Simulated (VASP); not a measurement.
OSZICAR of a VASP run on Ba (bcc):

File OSZICAR:
```
       N       E                     dE             d eps       ncg     rms          rms(c)
DAV:   1     0.550214169134E+02    0.55021E+02   -0.43707E+03   630   0.911E+02
DAV:   2     0.429852085934E+00   -0.54592E+02   -0.53765E+02   733   0.149E+02
DAV:   3    -0.184611573947E+01   -0.22760E+01   -0.22709E+01   829   0.350E+01
DAV:   4    -0.190412817939E+01   -0.58012E-01   -0.57946E-01   988   0.454E+00
DAV:   5    -0.190492058559E+01   -0.79241E-03   -0.79165E-03   924   0.371E-01    0.167E+00
DAV:   6    -0.190424631881E+01    0.67427E-03   -0.27873E-03   839   0.637E-01    0.993E-01
DAV:   7    -0.190452739598E+01   -0.28108E-03   -0.67974E-03   711   0.105E+00    0.452E-02
DAV:   8    -0.190473014109E+01   -0.20275E-03   -0.38703E-04  1051   0.128E-01    0.279E-02
DAV:   9    -0.190473691136E+01   -0.67703E-05   -0.87238E-06   843   0.309E-02    0.797E-03
DAV:  10    -0.190473843095E+01   -0.15196E-05   -0.40489E-06   812   0.153E-02    0.242E-03
DAV:  11    -0.190473857585E+01   -0.14490E-06   -0.56763E-07   423   0.926E-03
   1 F= -.20237742E+01 E0= -.20231709E+01  d E =-.202377E+01
```

Q: Which electronic solver shows in the log?

A: It is blocked Davidson (ALGO = Normal, or the opening steps of other solvers). The INCAR had ALGO = Normal.

Q: Can the final energy be trusted as converged?

A: Self-consistency was reached. It stopped with EDIFF = 1E-6, NELM = 100, NSW = 60 and EDIFFG = -0.01 after 1 ionic step (PBE GGA with D3 dispersion (zero damping), plane waves, VASP's PBE PAW potentials (set 64)).

The compound is Ba in the bcc structure. It was relaxed first. The start is the result of an earlier pass.
